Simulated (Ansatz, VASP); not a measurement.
# Hf2SNO (Hf2NOS MXene monolayer) in two plane-wave programs

One calculation is typed for both programs; each brings its own data sets. How far apart do they land? The structure shown is the start of the Ansatz relaxation below; VASP solves that cell, so the two are compared at the walk's first step.

Main program and level: Ansatz 0.2.0; plane waves, with VASP 6.6.1 beside it; single point at PBE with D3(BJ).

## Step 1: Starting point

The cell holds 5 atoms: 1 S, 2 Hf, 1 N and 1 O. Its edges and angles: a = 3.217 Å, b = 3.218 Å, c = 42.237 Å, α = 90.0°, β = 90.0°, γ = 120.0°. Vacuum lies along c.

## Step 2: Ansatz: relaxation, PBE with D3(BJ)

Ansatz runs on its default PAW (the set named soft_2) files.

The two programs are compared at the cell with which this relaxation starts, whose forces are those of its first step.

Input file input.yaml:

```yaml
crystal:
  lattice:
    - [3.2175, 0.0, 0.0]
    - [-1.60875, 2.7864367367, 0.0]
    - [0.0, 0.0, 42.2365260438]
  atoms:
    - { symbol: S, position: [0.3333333333, 0.6666666667, 0.4332742703] }
    - { symbol: Hf, position: [0.6666666667, 0.3333333333, 0.4771861427], spin: 1.0 }
    - { symbol: "N", position: [0.0, 0.0, 0.5072440073] }
    - { symbol: Hf, position: [0.3333333333, 0.6666666667, 0.5373018718], spin: 1.0 }
    - { symbol: O, position: [0.6666666667, 0.3333333333, 0.5667257297] }
  periodic: [true, true, false]
magnetization:
  spin_polarized: true
kpoints:
  mp_grid: { grid: [12, 12, 1] }
hamiltonian:
  xc: pbe
  dispersion: d3bj
scf:
  occupations: { method: fermi_dirac, width: 0.05 }
  convergence: { dr2_threshold: 1.0e-09 }
relax:
  f_tol: 0.004
  max_steps: 90
  cell: {}
output:
  write_potential: true
  write_density: true
  volumetric_format: npy
```

On the command line:

```sh
ansatz run input.yaml --threads 4 --pin off --max-ram 6144MiB --backend cpu --events-out ev --progress --plain --runs-dir out
```

Numbers of over 12 decimals in the logs are rounded to 6 here.

The log of the run:

```text
Warning: relax.cell: scf.convergence.dr2_threshold = 1e-9 eV is looser than the 2.04498185763e-10 eV advised for a relaxation that steers and ends on the stress (1e-10 eV for each atom of the cell: 5, times the square of relax.cell.stress_2d_tol = 0.05 N/m over 15.6 Å (the atoms' height at the walk's start and 5 Å past either face), 3.198e-2 GPa, over a crystal's default 0.05). What an SCF threshold leaves in a stress goes as its square root, and in the free energy as the threshold itself, and one threshold admits the most on a small cell: [figures from the program's tests cut] Set scf.convergence.dr2_threshold to 2.04498185763e-10 eV or tighter. [rest of the remark cut]
Engine: ansatz 0.2.0, x86_64-unknown-linux-gnu
Pseudopotentials: kind: paw
Pseudopotential: S, paw, valence charge 6, recommended cutoff 420 eV (normal), S.paw.azcp
Pseudopotential: Hf, paw, valence charge 26, recommended cutoff 420 eV (normal), Hf.paw.azcp
Pseudopotential: N, paw, valence charge 5, recommended cutoff 420 eV (normal), N.paw.azcp
Pseudopotential: O, paw, valence charge 6, recommended cutoff 420 eV (normal), O.paw.azcp
Functional definition: PBE
  parameter kappa = 0.804
  parameter beta = 0.066725
  exchange = pbe_x(kappa = kappa, mu = beta*pi^2/3)
  correlation = pbe_c(beta = beta)
Crystal: 5 atoms, lattice volume = 378.666 Å³
Basis set: ecut = 420 eV, 7521 PW (Γ), exchange–correlation on 48×48×576 points (8 copies of the dense FFT grid, shifted against one another)
Bands: 43, of which v1, the nominal top of the filled ones, is band 35 counted from 1 (34 counted from 0)
Symmetry: 6 space group operations
Space group: P3m1 (ITA 156), of the structure as read, at distance tolerance 7.2e-5 Å
Magnetic group: BNS 156.49 (UNI 1279), of the structure as read, at distance tolerance 7.2e-5 Å
k-points: 19 of 144 (time reversal used)
Non-local potential: S, projectors of the file, l = 0: 2, l = 1: 2, l = 2: 2
Non-local potential: Hf, projectors of the file, l = 0: 3, l = 1: 2, l = 2: 2, l = 3: 3
Non-local potential: N, projectors of the file, l = 0: 2, l = 1: 2, l = 2: 1
Non-local potential: O, projectors of the file, l = 0: 2, l = 1: 2, l = 2: 1
PAW form: soft (Blöchl's): semilocal exchange-correlation on the pseudo side does not see the compensation charge
PAW one-centre angular grid: S, 110 points (default); XC on 64 Gauss nodes
PAW one-centre angular grid: Hf, 590 points (default); XC on 64 Gauss nodes
PAW one-centre angular grid: N, 110 points (default); XC on 64 Gauss nodes
PAW one-centre angular grid: O, 110 points (default); XC on 64 Gauss nodes
Initial density: superposition of atomic densities (neutral atoms: chi_scale 0, normalization atom)
Starting moments: Σ|m| = 2 μB on 2 of 5 sites
Initial wavefunctions: pseudopotential atomic-orbital guess
Functional: x = pbe(κ = 0.804, μ = 0.219515), c = pbe(β = 0.066725)
SCF iter   1: F=—  HF=-33307.649922 eV  |F-HF|=—  |Δ(HF+E_count)|=         —  Δρ=2.91e-2 (↑2.91e-2 ↓2.81e-2)  dr2=1.54e1  dr2_m=1.47e-1  M=0.511 μB ∫|m|=0.663 μB  β_m=0.30  ethr=3.10e-3  ⟨swp⟩=15.0  Hψ=11003  notcnv=0  defer=5
Mixer restart at iter 1: flushing history
preconditioner: auto → LDOS  [metal: Δε(μ)=0.060 eV  Ē_g=16.973 eV  σ=0.050 eV  W_gap=0.28  n_scr=26 (ndim 8)  ℏωp=15.4 eV  f_vac=0.788  D(μ)=1.18/eV (n_scr^D=10)]
spin=Collinear: LDOS preconditioning applied to the charge; magnetization (m = ρ↑ − ρ↓) channel mixes plain (no charge-response kernel on spin).
SCF iter   2: F=—  HF=-33304.298845 eV  |F-HF|=—  |Δ(HF+E_count)|=    3.35e0  Δρ=1.16e-2 (↑1.16e-2 ↓9.69e-3)  dr2=1.97e0  dr2_m=8.18e-2  M=0.410 μB ∫|m|=0.576 μB  β_m=0.37  ethr=3.10e-3  ⟨swp⟩=4.2  Hψ=4285  notcnv=0  defer=105
SCF iter   3: F=—  HF=-33303.992798 eV  |F-HF|=—  |Δ(HF+E_count)|=   3.06e-1  Δρ=6.30e-3 (↑6.30e-3 ↓4.98e-3)  dr2=4.50e-1  dr2_m=3.08e-2  M=0.297 μB ∫|m|=0.440 μB  β_m=0.57  ethr=2.86e-3  ⟨swp⟩=3.0  Hψ=3059  notcnv=0  defer=92
SCF iter   4: F=—  HF=-33304.074567 eV  |F-HF|=—  |Δ(HF+E_count)|=   8.18e-2  Δρ=2.07e-3 (↑1.81e-3 ↓2.07e-3)  dr2=4.92e-2  dr2_m=3.79e-3  M=0.148 μB ∫|m|=0.222 μB  β_m=0.65  ethr=6.53e-4  ⟨swp⟩=3.2  Hψ=3381  notcnv=0  defer=92
SCF iter   5: F=—  HF=-33304.091211 eV  |F-HF|=—  |Δ(HF+E_count)|=         —  Δρ=9.05e-4 (↑9.05e-4 ↓5.59e-4)  dr2=1.80e-3  dr2_m=1.57e-3  M=0.046 μB ∫|m|=0.086 μB  β_m=0.65  ethr=7.13e-5  ⟨swp⟩=3.5  Hψ=3920  notcnv=0  defer=92
[...]
SCF iter   8: F=-33304.997852 eV  HF=-33304.997852 eV  |F-HF|=1.32e-9  |Δ(HF+E_count)|=  6.77e-10  Δρ=1.06e-7 (↑1.05e-7 ↓1.06e-7)  dr2=1.08e-9  dr2_m=3.38e-15  M=0.000 μB ∫|m|=0.000 μB  β_m=1.00  ethr=1.00e-12  ⟨swp⟩=2.8  Hψ=2307  notcnv=0  κ⁻¹=1.9e-2(r=2)
SCF iter   9: F=-33304.997852 eV  HF=-33304.997852 eV  |F-HF|=7.28e-12  |Δ(HF+E_count)|=  6.55e-11  Δρ=2.77e-8 (↑2.69e-8 ↓2.77e-8)  dr2=5.26e-11  dr2_m=2.42e-15  M=0.000 μB ∫|m|=0.000 μB  ethr=1.00e-12  ⟨swp⟩=11.9  Hψ=11983  notcnv=0
the starting moments were not kept: the SCF closed with an absolute magnetisation of 1.5e-7 μB, where they sum to 2 μB in size (2 sites). That is at most 0.1 of that sum. Measured as dr2_m measures the in/out step, that magnetisation stands 1.9e-15 eV from none, at or under the dr2_threshold of 1.0e-9 eV: it is no larger than a step whose dr2_m would equal this threshold.
SCF 11 converged in 9 iterations: F = -33304.997852 eV  dr2 = 5.26e-11
relax step  11: F+E_penalty+E_count = -33304.99785210 eV  Δ(F+E_penalty+E_count) = -1.730e-4 eV  max|allowed force component| = 1.278e-4 eV/Å  Δτ_max = 0.0000 Å  P = +0.001 N/m  Ω = 395.743 Å³  fix = [c, alpha, beta]  reactions: c +0.000 N/m  stress off target by 1.17e-3 N/m on what of the cell is left free  SCF on the basis re-selected at this cell (its energy is not comparable with the rows above)  (9 SCF iters)
basis re-selected at this cell: Δ(F+E_penalty+E_count) = -1.730e-4 eV, ΔP = +0.001 N/m vs the last step (what re-selecting the basis moved, of the pressure what is left beyond the Pulay correction that the steps carried, after the strain that the cell walked since its last selection, with what the two solves' SCF thresholds leave and, on support functions, any second-order correction that the steps lacked; it is no m [...]
WARN: The output density's exchange-correlation potential varies sharply where the density is thin. Do not read a vacuum level from v_tot or v_xc, or from such a field of the output density. On a cell that repeats whose density bears no net charge and no dipole along the vacuum's axis use v_es (v_loc + v_h of the components); under efield.dipole_correction with no amplitude use v_es + v_field, which holds any externa [...]
SCF converged after 9 iterations
an eigenvalue changed by more than its tolerance at an iteration that met the thresholds in force, so the SCF went on 2 times, its first undamped step at iteration 6: the last check found none over its tolerance
Magnetization: 0.0000 μB (34.5000 up, 34.5000 down)
Absolute magnetization: 0.0000 μB (∫|ρ↑−ρ↓|, with the PAW one-centre terms)
Spin contamination: 0.0000 ħ² per cell (⟨S²⟩ above its minimum at these occupations)
Per-site moments (μB) at R_I (Å): [(3.750765546655647e-9, 1.021537), (2.2204370760775404e-8, 0.961135), (-1.8734698296559557e-8, 0.944314), (1.4355668506136768e-8, 0.876395), (9.210878849951275e-9, 0.876395)]
Free energy (F): -33304.997852 eV
Harris-Foulkes:  -33304.997852 eV  (|F-HF|=7.28e-12)
Internal energy: -33304.981631 eV  (E = F + TS)
E sigma→0 (E₀):  -33304.989741 eV
Entropy (-TS):   -0.016222 eV (-3.244 meV/atom)
Fermi energy:    -4.893342 eV
--- Per-component energies (eV) ---
  E_band       = -1501.755071
  E_kinetic    = 1259.138190
  E_local      = -409987.890038  (includes V_loc(G=0)·N_el)
  E_nonlocal   = -2365.352128
  E_hartree    = 203798.097256
  E_xc         = -832.467200
  E_vxc        = -792.396331  (∫ρ·V_xc dr)
  E_paw        = -14740.002047  (= ΣΔE_a)
  E_vpaw       = 2788.547094  (= ΣTr[D̂ρ^β])
  E_aug_tail   = 0.002542  (compensation charges beyond the density's cutoff)
  E_ewald      = 189564.697956
  E_disp       = -1.206162  (pairwise vdW)
  E_smearing   = -0.016222  (= −TS)
  E_closure    = -0.000000  (closes the sum)
  Σ components = -33304.997852   (vs F -33304.997852, Δ=0.00e0)
--- Forces (eV/Å), atoms counted from 1 ---
  atom   1  S      0.00000000     0.00000000     0.00005634
  atom   2  Hf     0.00000000     0.00000000     0.00000319
  atom   3  N      0.00000000    -0.00000000     0.00002265
  atom   4  Hf     0.00000000    -0.00000000    -0.00012739
  atom   5  O      0.00000000    -0.00000000     0.00004727
  max |Σ_I F_I| component: 2.06e-6 eV/Å
--- 2D stress c σ (N/m, compression-positive) ---
        0.001173       0.000000      -0.000000
        0.000000       0.001173      -0.000000
       -0.000000      -0.000000       0.000000
  P = ½ c Tr σ = 0.0012 N/m
--- Band table (eV; the first three rows and the last of 38) ---
  k-point 0 ↑: bands = [... 31 lower, -7.7701, -6.0131, -6.0131, -4.2353, -4.2028, -4.2028, -3.0896, -2.3186, ... 4 higher]
  k-point 1 ↑: bands = [... 31 lower, -7.7376, -6.4263, -6.1735, -4.4628, -3.9351, -3.9057, -2.9233, -2.3697, ... 4 higher]
  k-point 2 ↑: bands = [... 31 lower, -8.2039, -6.9585, -6.4286, -4.9165, -3.4802, -3.4152, -2.7089, -2.1936, ... 4 higher]
  k-point 18 ↓: bands = [... 31 lower, -9.3656, -8.4431, -7.9440, -3.6607, -3.3816, -2.7248, -1.7449, -1.5104, ... 4 higher]
  the weakly bound empty levels are not read free of the cell's end (no_gap_told)
--- Relaxed structure (9 steps of the walk, 7 accepted, 2 SCFs on fresh bases) ---
  F+E_penalty+E_count = -33304.99785210 eV   max|allowed force component| = 1.278e-4 eV/Å   (the final SCF, on the basis selected at the relaxed cell)
  cell:  # Å, volume = 395.7430 Å³
    - [3.289252, 0, 0]
    - [-1.644626, 2.848576, 0]
    - [0, 0, 42.2365260438]
  atoms:
    - { symbol: S, position: [0.333333, 0.666667, 0.438444] }
    - { symbol: Hf, position: [0.666667, 0.333333, 0.476077] }
    - { symbol: N, position: [1.548215865158413e-18, 0, 0.508041] }
    - { symbol: Hf, position: [0.333333, 0.666667, 0.538308] }
    - { symbol: O, position: [0.666667, 0.333333, 0.560862] }
```

In the SCF lines HF is the Harris–Foulkes energy and dr2 the Hartree energy of the density residual, in eV; the loop may stop once dr2 is under the threshold and the program's other checks hold. Hψ counts applications of the Hamiltonian.

[end of part 1 of 2]

[Lines on the potential files, build, host, timing and source positions are cut from VASP's logs without a mark.]

[Logs are printed without paths, hosts, clocks, repeated set-up lines and the standing remarks that a program may print on its own settings, such as how far it seeks lower states.]

[Hosts, paths, dates, database ids (printed as entryN), source tags and the programs' standing remarks are cut or masked in the printed files.]
